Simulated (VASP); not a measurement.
These are PBE GGA, VASP's PBE PAW potentials (set 64) (plane waves; VASP) values and carry that method's errors.

Input for VASP

### KPOINTS
```
Automatic
0
Gamma
 10 10 10
0 0 0
```

**POSCAR**
```
LiF
1
    0.0000000000     2.0285179092     2.0285179092
    2.0285179092     0.0000000000     2.0285179092
    2.0285179092     2.0285179092     0.0000000000
Li F
1 1
Direct
  0.0000000000   0.0000000000   0.0000000000
  0.5000000000   0.5000000000   0.5000000000
```

INCAR:
```
SYSTEM = LiF
PREC = Accurate; ENCUT = 530; LREAL = .FALSE.
LASPH = .TRUE.
EDIFF = 1E-6; NELM = 100; ALGO = Normal
ISMEAR = 0; SIGMA = 0.05
GGA = PE
IBRION = 2; NSW = 60; ISIF = 3
EDIFFG = -0.01
LWAVE = .FALSE.; LCHARG = .FALSE.
```

POTCAR, in this order: Li_sv F (PBE.64 set). Program: vasp_std.

What VASP printed:

### OUTCAR
```
 ion  position               nearest neighbor table
   1  0.000  0.000  0.000-   2 2.03   2 2.03   2 2.03   2 2.03   2 2.03   2 2.03
   2  0.500  0.500  0.500-   1 2.03   1 2.03   1 2.03   1 2.03   1 2.03   1 2.03
  LATTYP: Found a face centered cubic cell.
 ALAT       =     4.0570358184
 Subroutine PRICEL returns:
 Original cell was already a primitive cell.
 Subroutine GETGRP returns: Found 48 space group operations
The static configuration has the point symmetry O_h .
The dynamic configuration has the point symmetry O_h .
 Subroutine INISYM returns: Found 48 space group operations
 Subroutine IBZKPT returns following result:
 Found     47 irreducible k-points:

 Following reciprocal coordinates:
            Coordinates               Weight
  0.000000  0.000000  0.000000      1.000000
  0.100000  0.000000  0.000000      8.000000
  0.200000  0.000000  0.000000      8.000000
  0.300000  0.000000  0.000000      8.000000
  0.400000  0.000000  0.000000      8.000000
  0.500000  0.000000  0.000000      4.000000
  0.100000  0.100000  0.000000      6.000000
  0.200000  0.100000  0.000000     24.000000
  0.300000  0.100000  0.000000     24.000000
  0.400000  0.100000  0.000000     24.000000
  0.500000  0.100000  0.000000     24.000000
 -0.400000  0.100000  0.000000     24.000000
 -0.300000  0.100000  0.000000     24.000000
 -0.200000  0.100000  0.000000     24.000000
 -0.100000  0.100000  0.000000     12.000000
  0.200000  0.200000  0.000000      6.000000
  0.300000  0.200000  0.000000     24.000000
  0.400000  0.200000  0.000000     24.000000
  0.500000  0.200000  0.000000     24.000000
 -0.400000  0.200000  0.000000     24.000000
 -0.300000  0.200000  0.000000     24.000000
 -0.200000  0.200000  0.000000     12.000000
  0.300000  0.300000  0.000000      6.000000
  0.400000  0.300000  0.000000     24.000000
  0.500000  0.300000  0.000000     24.000000
 -0.400000  0.300000  0.000000     24.000000
 -0.300000  0.300000  0.000000     12.000000
  0.400000  0.400000  0.000000      6.000000
  0.500000  0.400000  0.000000     24.000000
 -0.400000  0.400000  0.000000     12.000000
  0.500000  0.500000  0.000000      3.000000
  0.300000  0.200000  0.100000     24.000000
  0.400000  0.200000  0.100000     48.000000
  0.500000  0.200000  0.100000     48.000000
 -0.400000  0.200000  0.100000     24.000000
  0.400000  0.300000  0.100000     24.000000
  0.500000  0.300000  0.100000     48.000000
 -0.400000  0.300000  0.100000     48.000000
 -0.300000  0.300000  0.100000     48.000000
 -0.200000  0.300000  0.100000     24.000000
   k-points           NKPTS =     47   k-points in BZ     NKDIM =     47   number of bands    NBANDS=      9
   number of dos      NEDOS =    301   number of ions     NIONS =      2
   total plane-waves  NPLWV =  13824
   dimension x,y,z NGX =    24 NGY =   24 NGZ =   24
   dimension x,y,z NGXF=    48 NGYF=   48 NGZF=   48
   ions per type =               1   1
   PREC   = accura    normal or accurate (medium, high low for compatibility)
   ISTART =      0    job   : 0-new  1-cont  2-samecut
   ICHARG =      2    charge: 1-file 2-atom 10-const
   ISPIN  =      1    spin polarized calculation?
   LNONCOLLINEAR =      F non collinear calculations
   LSORBIT =      F    spin-orbit coupling
   INIWAV =      1    electr: 0-lowe 1-rand  2-diag
   ENCUT  =  530.0 eV  38.95 Ry    6.24 a.u.   5.39  5.39  5.39*2*pi/ulx,y,z
   NELM   =    100;   NELMIN=  2; NELMDL= -5     # of ELM steps
   EDIFF  = 0.1E-05   stopping-criterion for ELM
   LREAL  =      F    real-space projection
   NLSPLINE    = F    spline interpolate recip. space projectors
   LMAXMIX     =    2 max onsite mixed and CHGCAR
...
```

### OSZICAR
```
       N       E                     dE             d eps       ncg     rms          rms(c)
DAV:   1     0.253236879546E+02    0.25324E+02   -0.56914E+03   935   0.113E+03
DAV:   2    -0.928401135855E+01   -0.34608E+02   -0.33646E+02   915   0.196E+02
DAV:   3    -0.101396347423E+02   -0.85562E+00   -0.85415E+00  1092   0.285E+01
DAV:   4    -0.101517947063E+02   -0.12160E-01   -0.12158E-01  1125   0.312E+00
DAV:   5    -0.101518917328E+02   -0.97027E-04   -0.97026E-04  1116   0.171E-01    0.455E+00
DAV:   6    -0.962923647216E+01    0.52266E+00   -0.28531E+00   861   0.131E+01    0.142E+00
DAV:   7    -0.963337443676E+01   -0.41380E-02   -0.18463E-02  1126   0.154E+00    0.860E-01
DAV:   8    -0.964032899047E+01   -0.69546E-02   -0.16751E-02  1162   0.169E+00    0.101E-01
DAV:   9    -0.964042573704E+01   -0.96747E-04   -0.81424E-04   936   0.314E-01    0.420E-02
DAV:  10    -0.964049383524E+01   -0.68098E-04   -0.15637E-04   941   0.118E-01    0.579E-03
DAV:  11    -0.964049665985E+01   -0.28246E-05   -0.20625E-06  1176   0.192E-02    0.223E-03
DAV:  12    -0.964049654422E+01    0.11563E-06   -0.51439E-07   864   0.859E-03
   1 F= -.96404965E+01 E0= -.96404965E+01  d E =-.964050E+01
```

**OUTCAR**
```
------------------------ aborting loop because EDIFF is reached ----------------------------------------
  FORCE on cell =-STRESS in cart. coord.  units (eV):
  Direction    XX          YY          ZZ          XY          YZ          ZX
  --------------------------------------------------------------------------------------
  Total        0.0148124      0.0148124      0.0148124      0.0000000      0.0000000     -0.0000000
  in kB        1.4215758      1.4215758      1.4215758      0.0000000      0.0000000     -0.0000000
  external PRESSURE =       1.4215758 kB  Pullay stress =       0.0000000 kB
  volume of cell :       16.69
      direct lattice vectors                 reciprocal lattice vectors
     0.000000000  2.028517909  2.028517909    -0.246485376  0.246485376  0.246485376
     2.028517909  0.000000000  2.028517909     0.246485376 -0.246485376  0.246485376
     2.028517909  2.028517909  0.000000000     0.246485376  0.246485376 -0.246485376
  FREE ENERGIE OF THE ION-ELECTRON SYSTEM (eV)
  ---------------------------------------------------
  free  energy   TOTEN  =        -9.6404965442 eV

  energy  without entropy=       -9.6404965442  energy(sigma->0) =       -9.64049654

 reached required accuracy - stopping structural energy minimisation
```
(Selected blocks of OUTCAR.)

The compound is LiF in the rock salt structure. It was relaxed first. The start is the result of an earlier pass.
